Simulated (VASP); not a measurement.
Output of a VASP run:

### OSZICAR
```
       N       E                     dE             d eps       ncg     rms          rms(c)
DAV:   1     0.128575543317E+03    0.12858E+03   -0.12230E+04  4384   0.118E+03
DAV:   2    -0.260908078759E+01   -0.13118E+03   -0.12843E+03  4756   0.292E+02
DAV:   3    -0.591830168682E+01   -0.33092E+01   -0.32615E+01  5100   0.405E+01
DAV:   4    -0.594464343217E+01   -0.26342E-01   -0.26323E-01  4654   0.360E+00
DAV:   5    -0.594502420909E+01   -0.38078E-03   -0.38077E-03  4724   0.444E-01    0.422E+00
DAV:   6    -0.588192302859E+01    0.63101E-01   -0.12079E-01  4544   0.304E+00    0.278E+00
DAV:   7    -0.587199043897E+01    0.99326E-02   -0.19496E-02  4562   0.121E+00    0.178E+00
DAV:   8    -0.587037396421E+01    0.16165E-02   -0.64796E-03  4496   0.691E-01    0.389E-01
DAV:   9    -0.586981756812E+01    0.55640E-03   -0.24647E-03  4408   0.422E-01    0.205E-02
DAV:  10    -0.586982095263E+01   -0.33845E-05   -0.21799E-05  4726   0.428E-02    0.921E-03
DAV:  11    -0.586982182070E+01   -0.86807E-06   -0.12228E-06  3444   0.108E-02
   1 F= -.58698218E+01 E0= -.58693730E+01  d E =-.897657E-03  mag=    -0.0000    -0.0000    -0.0000
       N       E                     dE             ncg
```

### OUTCAR
```
------------------------ aborting loop because EDIFF is reached ----------------------------------------
  FORCE on cell =-STRESS in cart. coord.  units (eV):
  Direction    XX          YY          ZZ          XY          YZ          ZX
  --------------------------------------------------------------------------------------
  Total       -0.1009925     -0.1009925     -0.1785774      0.0000000      0.0000000     -0.0000000
  in kB       -2.8452342     -2.8452344     -5.0310118      0.0000000      0.0000000     -0.0000000
  external PRESSURE =      -3.5738268 kB  Pullay stress =       0.0000000 kB
  volume of cell :       56.87
      direct lattice vectors                 reciprocal lattice vectors
     1.717977937 -2.975625173  0.000000000     0.291039826 -0.168031916  0.000000000
     1.717977937  2.975625173  0.000000000     0.291039826  0.168031916  0.000000000
     0.000000000  0.000000000  5.562318131     0.000000000  0.000000000  0.179781159
 POSITION                                       TOTAL-FORCE (eV/Angst)
 -----------------------------------------------------------------------------------
      1.71798      0.99188      1.39058         0.000000     -0.000000     -0.000000
      1.71798     -0.99188      4.17174        -0.000000      0.000000      0.000000
 -----------------------------------------------------------------------------------
    total drift:                                0.000000      0.000000      0.000000
  FREE ENERGIE OF THE ION-ELECTRON SYSTEM (eV)
  ---------------------------------------------------
  free  energy   TOTEN  =        -5.8698218207 eV

  energy  without entropy=       -5.8689241639  energy(sigma->0) =       -5.86937299

 Ion:    1  E_soc:     -0.6249336

 Ion:    2  E_soc:     -0.6249336
```
(Selected blocks of OUTCAR.)

File POSCAR:
```
Tl
1
    1.7179779367    -2.9756251733    -0.0000000000
    1.7179779367     2.9756251733    -0.0000000000
    0.0000000000     0.0000000000     5.5623181312
Tl
2
Direct
  0.3333330000   0.6666670000   0.2500000000
  0.6666670000   0.3333330000   0.7500000000
```

Problem. Write an INCAR and KPOINTS that could have produced this output.

Solution. One answer among several that fit: the input of the run itself, PBEsol GGA with spin-orbit coupling, plane waves, VASP's PBE PAW potentials (set 64).

INCAR:
```
SYSTEM = Tl
PREC = Accurate; ENCUT = 400; LREAL = .FALSE.
LASPH = .TRUE.
EDIFF = 1E-6; NELM = 100; ALGO = Normal
LMAXMIX = 4
ISMEAR = 0; SIGMA = 0.05
GGA = PS; GGA_COMPAT = .FALSE.
MAGMOM = 6*0; LSORBIT = .TRUE.
LWAVE = .FALSE.; LCHARG = .FALSE.
```

File KPOINTS_OPT:
```
k-points along high-symmetry lines
5
Line-mode
Reciprocal
  0.000000   0.000000   0.000000 ! GAMMA
 -0.000000   0.500000   0.000000 ! M

 -0.000000   0.500000   0.000000 ! M
 -0.333333   0.666667   0.000000 ! K

 -0.333333   0.666667   0.000000 ! K
  0.000000   0.000000   0.000000 ! GAMMA

  0.000000   0.000000   0.000000 ! GAMMA
  0.000000   0.000000   0.500000 ! A

  0.000000   0.000000   0.500000 ! A
 -0.000000   0.500000   0.500000 ! L

 -0.000000   0.500000   0.500000 ! L
 -0.333333   0.666667   0.500000 ! H

 -0.333333   0.666667   0.500000 ! H
  0.000000   0.000000   0.500000 ! A

 -0.000000   0.500000   0.500000 ! L
 -0.000000   0.500000   0.000000 ! M

 -0.333333   0.666667   0.500000 ! H
 -0.333333   0.666667   0.000000 ! K
```

KPOINTS:
```
Regular mesh
0
gamma
  11 11 6
0 0 0
```

POTCAR, in this order: Tl_d (PBE.64 set). Program: vasp_ncl.

The compound is Tl in the hcp structure. It was relaxed first.
